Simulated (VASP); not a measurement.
VASP runs on Cu$_{3}$Au (L1_2) share one base input (PBE GGA, plane waves, VASP's PBE PAW potentials (set 64)) and change the settings named in each case.

File POSCAR:
```
Cu3Au
1
    3.8250000000     0.0000000000     0.0000000000
    0.0000000000     3.8250000000     0.0000000000
    0.0000000000     0.0000000000     3.8250000000
Cu Au
3 1
Direct
  0.0000000000   0.5000000000   0.5000000000
  0.5000000000   0.0000000000   0.5000000000
  0.5000000000   0.5000000000   0.0000000000
  0.0000000000   0.0000000000   0.0000000000
```

**INCAR**
```
SYSTEM=Cu3Au
PREC=Accurate; ENCUT=400; LREAL=.FALSE.
LASPH=.TRUE.
EDIFF=1E-6; NELM=100; ALGO=Normal
LMAXMIX=6
ISMEAR=1; SIGMA=0.1
GGA=PE
ISIF=2
LWAVE=.FALSE.; LCHARG=.FALSE.
```

File KPOINTS:
```
Automatic mesh
0
Gamma
7 7 7
0 0 0
```

POTCAR, in this order: Cu Au (PBE.64 set). Program: vasp_std.

```csv
change,E(σ→0) (eV/atom),pressure (GPa),−TS (eV)
base run,-3.6404,-4.78,-0.0022
"AGGAC = 0.0, GGA = BO, LUSE_VDW = .TRUE., PARAM1 = 0.1833333333, PARAM2 = 0.22",-0.7364,-5.04,-0.0021
IVDW = 13,-4.1810,-10.28,-0.0022
GGA = PS,-4.2146,-12.23,-0.0024
GGA = 91,-3.6499,-4.34,-0.0024
```
 Energies of different potentials or functionals have different zeros. Unless said otherwise, spin-orbit coupling is left out, though it shifts the bands of the heavy elements here.

Left out are runs that ran out of time, are held back, or changed the cell or the kind of run, fixed moments of cells without a moment, rows past the twelfth, gaps on odd meshes, pressures of charged cells and columns that move by less than the noise.

The compound is Cu3Au in the L1_2 structure. The cell was not relaxed at this level.
